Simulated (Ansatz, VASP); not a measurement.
BiAsS in VASP and in Ansatz

```
CELL_PARAMETERS angstrom
3.93448 0.00000 0.00000
0.00000 3.93549 0.00000
0.00000 0.00000 5.24384
ATOMIC_POSITIONS crystal
Bi 0.00000 0.00000 0.00000
As 0.50000 0.50000 0.50000
S 0.50000 0.50000 0.00000
```

Change from the starting cell: species swapped into the ErCoC type (Pmmm, No. 47).

Alike in both runs: functional PBE; k mesh 4 × 4 × 4; occupations gaussian, width 0.1 eV; no spin polarisation.

Ansatz relaxed the structure, and its values are those at the end. VASP's run is a single point on that final structure, the one shown.

|  | VASP | Ansatz |
| --- | --- | --- |
| version | VASP 6.6.1 | Ansatz 0.2.0 |
| potentials or method | VASP PAW PBE potentials, release 64 (Bi_d, As, S) | scalar-relativistic, plane waves, PAW |
| plane-wave cutoff (eV) | 520 | 420 |
| valence electrons in the cell | 26 | 36 |

```tsv
	VASP	Ansatz	Ansatz less VASP
gap on the k mesh at the Fermi level (eV)	none	none	-
pressure (GPa)	0.1	0.1	+0.04
```

A gap of «none» marks a metal or a gap that the smearing closes. The two sets of potentials don't hold the same shells in valence.

Caveats: the k mesh is coarse (spacing up to 0.40 Å⁻¹), so the values aren't converged; spin-orbit coupling is left out, which moves the levels of the heavy elements.
